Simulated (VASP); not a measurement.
Here is the system:

```
CELL_PARAMETERS angstrom
      1.66012    -2.87540     0.00000
      1.66012     2.87540     0.00000
      0.00000     0.00000    12.73163
ATOMIC_POSITIONS crystal
  Te 0.33333 0.66667 0.89429
  Te 0.66667 0.33333 0.39429
  Te 0.66667 0.33333 0.10571
  Te 0.33333 0.66667 0.60571
  Mo 0.33333 0.66667 0.25000
  Mo 0.66667 0.33333 0.75000
```

Computed with PBE GGA, VASP's PBE PAW potentials (set 64) (plane waves; VASP). Settings: 500 eV cut-off, 11×11×3 Γ-centred mesh, first-order Methfessel-Paxton smearing of 0.10 eV, potentials Te Mo_sv.

Energy and stress use the plane-wave basis of the starting cell. Without a dispersion term in the relaxation, distances and binding between the weakly bound layers, chains or molecules are unreliable, and so is what depends on them.

### Question
The ions, cell shape and volume at an external pressure of 30.0 GPa are relaxed. Predict the relaxed structure.

### Answer

```
CELL_PARAMETERS angstrom
      1.62348    -2.81194     0.00000
      1.62348     2.81194     0.00000
      0.00000     0.00000    12.51085
ATOMIC_POSITIONS crystal
  Te 0.33333 0.66667 0.89726
  Te 0.66667 0.33333 0.39726
  Te 0.66667 0.33333 0.10274
  Te 0.33333 0.66667 0.60274
  Mo 0.33333 0.66667 0.25000
  Mo 0.66667 0.33333 0.75000
```
Space group P6_3/mmc (194), at a tolerance of 0.03 Å.

### Question
How do energy and volume change from the first to the last step?

### Answer
The energy (σ→0) changes by +188.0 meV/atom and the volume by -6.0 %, in 10 ionic steps.

| step | E(σ→0) (eV) | max force (eV/Å) | pressure (GPa) | volume (Å³) |
|---|---|---|---|---|
| 1 | -34.3827 | 0.013 | 20.04 | 121.55 |
| 2 | -28.9347 | 3.243 | 71.34 | 100.72 |
| 3 | -33.5507 | 0.686 | 29.39 | 116.11 |
| 4 | -33.4997 | 0.721 | 29.89 | 115.84 |
| 5 | -33.2776 | 0.121 | 30.06 | 114.37 |
| 6 | -33.2478 | 0.056 | 30.11 | 114.21 |
| 7 | -33.2762 | 0.010 | 29.78 | 114.34 |
| 8 | -33.2826 | 0.026 | 29.69 | 114.38 |
| 9 | -33.1858 | 0.049 | 30.83 | 113.87 |
| 10 | -33.2548 | 0.004 | 30.02 | 114.23 |

The compound is MoTe2 in the 2H layered structure. This run relaxes it under an external pressure of 30 GPa. Symmetry was kept, so distortions that lower it aren't found.
